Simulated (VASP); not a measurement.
Input:

```
Nb3Sn
1.0
    5.41934     0.00000     0.00000
    0.00000     5.41934     0.00000
    0.00000     0.00000     5.41934
Nb Sn
6 2
Direct
  0.25000   0.00000   0.50000
  0.75000   0.00000   0.50000
  0.50000   0.75000   0.00000
  0.50000   0.25000   0.00000
  0.00000   0.50000   0.75000
  0.00000   0.50000   0.25000
  0.00000   0.00000   0.00000
  0.50000   0.50000   0.50000
```

These are PBEsol GGA, VASP's PBE PAW potentials (set 64) (plane waves; VASP) values and carry that method's errors. Numerical set-up: 420 eV cut-off, 7×7×7 Γ-centred mesh, Fermi-Dirac smearing of 0.050 eV, potentials Nb_sv Sn_d.

Energy and stress use the plane-wave basis of the starting cell.

The ions, cell shape and volume are relaxed. Which structure does the run end with?

```
Nb3Sn
1.0
    5.25556     0.00000     0.00000
    0.00000     5.25556     0.00000
    0.00000     0.00000     5.25556
Nb Sn
6 2
Direct
  0.25000   0.00000   0.50000
  0.75000   0.00000   0.50000
  0.50000   0.75000   0.00000
  0.50000   0.25000   0.00000
  0.00000   0.50000   0.75000
  0.00000   0.50000   0.25000
  0.00000   0.00000   0.00000
  0.50000   0.50000   0.50000
```
Space group Pm-3n (223), at a tolerance of 0.03 Å.

How do energy and volume change from the first to the last step?

The energy (σ→0) changes by -79.9 meV/atom and the volume by -8.8 %, in 7 ionic steps.

The structure comes from a computed database's Nb3Sn entry; how it stands against other phases isn't given here. This run relaxes it. Symmetry was kept, so distortions that lower it aren't found. The run is one of a series of settings (EDIFF = 1E-09, EDIFFG = -0.005, ENCUT = 420, IBRION = 2, ISIF = 3, NSW = 50, KPOINTS 7×7×7 Γ-centred mesh against the base run), some of them coarse on purpose.
